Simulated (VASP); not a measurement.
Given:

```yaml
crystal:
  lattice:
    - [4.15530, 0.00000, 0.00000]
    - [0.00000, 4.15530, 0.00000]
    - [0.00000, 0.00000, 4.15530]
  atoms:
    - { symbol: La, position: [0.00000, 0.00000, 0.00000] }
    - { symbol: B, position: [0.80036, 0.50000, 0.50000] }
    - { symbol: B, position: [0.50000, 0.19964, 0.50000] }
    - { symbol: B, position: [0.50000, 0.80036, 0.50000] }
    - { symbol: B, position: [0.19964, 0.50000, 0.50000] }
    - { symbol: B, position: [0.50000, 0.50000, 0.80036] }
    - { symbol: B, position: [0.50000, 0.50000, 0.19964] }
```

Method: PBE GGA, VASP's PBE PAW potentials (set 64) (plane waves; VASP). Run with 520 eV cut-off, Gaussian smearing of 0.050 eV, potentials La B.

Task: Give the energies of bands 9 to 17 at the high-symmetry points, in eV from the Fermi level.

Result: 
| band | Γ | X | M | R |
|---|---|---|---|---|
| 9 | -7.52 | -6.79 | -6.69 | -4.70 |
| 10 | -6.95 | -6.45 | -6.15 | -4.70 |
| 11 | -6.95 | -3.44 | -4.43 | -4.70 |
| 12 | -1.84 | -3.44 | -4.43 | -2.38 |
| 13 | -1.84 | -3.17 | -2.87 | -2.38 |
| 14 | -1.84 | -2.45 | -2.87 | -2.38 |
| 15 | 0.22 | -1.46 | 1.03 | 1.48 |
| 16 | 0.22 | 1.47 | 1.03 | 1.76 |
| 17 | 0.22 | 1.59 | 1.96 | 1.76 |

It has no gap at this level: it comes out as a metal or semimetal.

The compound is LaB6 in the cab6 structure. It was relaxed first. The electron count is odd and the run is not spin-polarised, which forces a metal.
